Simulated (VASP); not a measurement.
Energy against volume of HfN (rock salt). Calculation: PBE GGA, VASP's PBE PAW potentials (set 64) (plane waves; VASP). Numerical set-up: 520 eV cut-off, 14×14×14 Γ-centred mesh, first-order Methfessel-Paxton smearing of 0.10 eV, potentials Hf_pv N.

```csv
V (Å³/atom),E (eV/atom)
10.954,-10.83661
11.304,-10.86709
11.653,-10.87673
12.003,-10.86859
```

### Question
Fit these four points and predict the energy of the run at 12.353 Å³/atom.

### Answer
A cubic in V^(−2/3), the third-order Birch-Murnaghan form, passes through the four points with V0 = 11.66 Å³/atom and B0 = 271 GPa, and gives -10.8452 eV/atom there. The run gave -10.8453 eV/atom, -0.1 meV/atom from the fit; all five points give B0 = 270 GPa.

The compound is HfN in the rock salt structure. It was relaxed first.
